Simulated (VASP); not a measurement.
A convergence study with VASP on Pb (fcc): one setting is varied, all else stays as given below, so the limit is that of these other settings.

```xyz
1
Lattice="0.0000 2.4750 2.4750 2.4750 0.0000 2.4750 2.4750 2.4750 0.0000" Properties=species:S:1:pos:R:3 pbc="T T T"
Pb     0.0000     0.0000     0.0000
```

The numbers are results of PBE GGA, VASP's PBE PAW potentials (set 64) (plane waves; VASP 6.6.1), not measurements. The tightest run used: 550 eV cut-off, 22×22×22 Γ-centred mesh, tetrahedra with Blöchl corrections, potentials Pb_d.

| setting | E (eV/atom) | pressure (GPa) | irreducible k-points |
|---|---|---|---|
| 3×3×3 mesh | -3.8938 | 2.58 | 4 |
| 4×4×4 mesh | -3.3629 | 4.00 | 8 |
| 5×5×5 mesh | -3.5912 | 2.43 | 10 |
| 6×6×6 mesh | -3.5237 | 3.41 | 16 |
| 7×7×7 mesh | -3.5594 | 2.71 | 20 |
| 8×8×8 mesh | -3.5647 | 2.61 | 29 |

### Question
These are the cheaper rows. Estimate the results at 22×22×22 mesh, and how far the last row shown lies from them.

### Answer

```csv
quantity,tightest run,last row shown is off by
E (eV/atom),-3.5521,-0.0126
pressure (GPa),2.40,0.21
```

Left out are rungs that failed or repeat a setting and relaxations that didn't move; long series are thinned to 24 rows.

The compound is Pb in the fcc structure. The cell was not relaxed at this level.
